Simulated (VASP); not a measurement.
Calculation: HSE06 screened hybrid, VASP's PBE PAW potentials (set 64) (plane waves; VASP).

VASP input:

**INCAR**
```
! general
SYSTEM  =BSi62
PREC    =Normal
ENCUT   =400   ! plane-wave cut-off (eV)
LREAL   =Auto
LASPH   =.True.   ! aspherical one-centre terms
ISYM    =0
NELECT  =252.0

! electronic loop
EDIFF   =1E-5   ! SCF stop (eV)
NELM    =50
NELMIN  =4
ALGO    =Normal   ! blocked Davidson

! smearing
ISMEAR  =0   ! Gaussian
SIGMA   =0.05

! functional
GGA     =PE   ! PBE
LHFCALC =.True.
AEXX    =0.25
HFSCREEN=0.2   ! 1/Angstrom
PRECFOCK=Fast

! ions
ISIF    =0

! output
LWAVE   =.False.
LCHARG  =.False.
```

**KPOINTS**
```
K-points
0
G
1 1 1
```

### POSCAR
```
BSi62
1
   10.9370747000     0.0000000000     0.0000000000
    0.0000000000    10.9370747000     0.0000000000
    0.0000000000     0.0000000000    10.9370747000
Si B
62 1
Direct
  0.4970268927   0.0003818246   0.0002555494
  0.6258465714   0.1217711579   0.1278969356
  0.7479861938   0.2448687435   0.9991924685
  0.8781691354   0.3648995255   0.1219686043
  0.7516466814   0.9941495715   0.2485144999
  0.8720065397   0.1220525514   0.3742882267
  0.9984317074   0.9989939367   0.0017717700
  0.1262191309   0.1240812988   0.1248745523
  0.2518162506   0.2506649588   0.0025283776
  0.3838303599   0.3716833298   0.1354367513
  0.4986580023   0.4962508412   0.0023991508
  0.6209380863   0.6275099011   0.1210668617
  0.7478730377   0.7503938068   0.9965162514
  0.8760278811   0.8689825549   0.1242306740
  0.2548899109   0.0030555308   0.2491299968
  0.3804964184   0.1265972064   0.3768688555
  0.5173221915   0.2497576383   0.2647551867
  0.8030938911   0.5476379953   0.1970489291
  0.8789498856   0.6274128451   0.3793411040
  0.4978902214   0.9952427955   0.5023004633
  0.6231566153   0.1266617920   0.6195971274
  0.7348210839   0.2500290482   0.4824372658
  0.8643298340   0.3716593100   0.6161084089
  0.7509722999   0.0029909898   0.7451429973
  0.8753333295   0.1239389825   0.8738216340
  0.9970878182   0.5013740615   0.0029096643
  0.1271172103   0.6219343603   0.1297444712
  0.2493989200   0.7472099596   0.0028395800
  0.3762274087   0.8710445871   0.1276469281
  0.0010210182   0.2451523399   0.2523540119
  0.1256260109   0.3734662744   0.3756488413
  0.2563548669   0.4983035204   0.2558739037
  0.3830768925   0.6147760794   0.3908159609
  0.4979706835   0.7432426729   0.2562007890
  0.6248000903   0.8720099657   0.3756100337
  0.9997443682   0.0002993640   0.5028492999
  0.1258887698   0.1274382212   0.6254745074
  0.2544451520   0.2529111927   0.5010586120
  0.3846330156   0.3873048871   0.6155748526
  0.6092026498   0.6147881793   0.6174097933
  0.7439142055   0.7430289338   0.5024745408
  0.8725696842   0.8710155519   0.6238980655
  0.2486727802   0.0002224738   0.7515237534
  0.3746365849   0.1276925913   0.8740938127
  0.4993034858   0.2532201168   0.7458128172
  0.6249273644   0.3734873858   0.8747622303
  0.7443548606   0.4984970510   0.7438569337
  0.8706389237   0.6221936451   0.8728004958
  0.0035214900   0.7503338772   0.2524320480
  0.1289405606   0.8797475819   0.3754640315
  0.9977040726   0.4962072037   0.5015350136
  0.1228658335   0.6237322481   0.6253678648
  0.2487864125   0.7484906078   0.5014488479
  0.3721202526   0.8718329641   0.6279484628
  0.9973690840   0.2505989812   0.7481224807
  0.1260764577   0.3788809697   0.8738431921
  0.2524615454   0.5015921255   0.7476000903
  0.3746529717   0.6237097748   0.8772648943
  0.4984513278   0.7485570449   0.7513992016
  0.6246423927   0.8798033838   0.8712171637
  0.9976444908   0.7474563801   0.7506463758
  0.1239010312   0.8737238670   0.8765459923
  0.4673471612   0.5296194384   0.5327738002
```

POTCAR, in this order: Si B (PBE.64 set). Program: vasp_gam. Read from the step before: WAVECAR.

The cell is charged, with a uniform compensating background. The supercell is sampled at Γ alone, which is coarse: total energies, pressure and levels can be off, energies of defects by several tenths of an eV.

Task: What does the run give for the energy per atom (σ→0), largest force?

Result: 
```
Property                       Result
---------------------  --------------
energy per atom (σ→0)  -6.063 eV/atom
largest force              0.196 eV/Å
```

### OSZICAR
```
...
DAV:   4    -0.381947530014E+03    0.56973E-02   -0.58893E-03   354   0.145E-01    0.425E+00
DAV:   5    -0.381945015572E+03    0.25144E-02   -0.11263E-03   362   0.769E-02    0.244E+00
DAV:   6    -0.381944232897E+03    0.78268E-03   -0.82496E-04   346   0.552E-02    0.138E+00
DAV:   7    -0.381943984960E+03    0.24794E-03   -0.15391E-04   346   0.248E-02    0.784E-01
DAV:   8    -0.381943902002E+03    0.82958E-04   -0.52276E-05   338   0.152E-02    0.447E-01
DAV:   9    -0.381943881607E+03    0.20395E-04   -0.22302E-05   234   0.934E-03    0.252E-01
DAV:  10    -0.381943876841E+03    0.47658E-05   -0.61824E-06   202   0.571E-03
   1 F= -.38194388E+03 E0= -.38194388E+03  d E =-.108303E-14
```

The cell is a supercell with a defect, built from Si (diamond): B_Si-vac_Si, charge -1. The cell's shape comes from a PBE relaxation. The run is not spin-polarised, so no state with unpaired spins was tried.
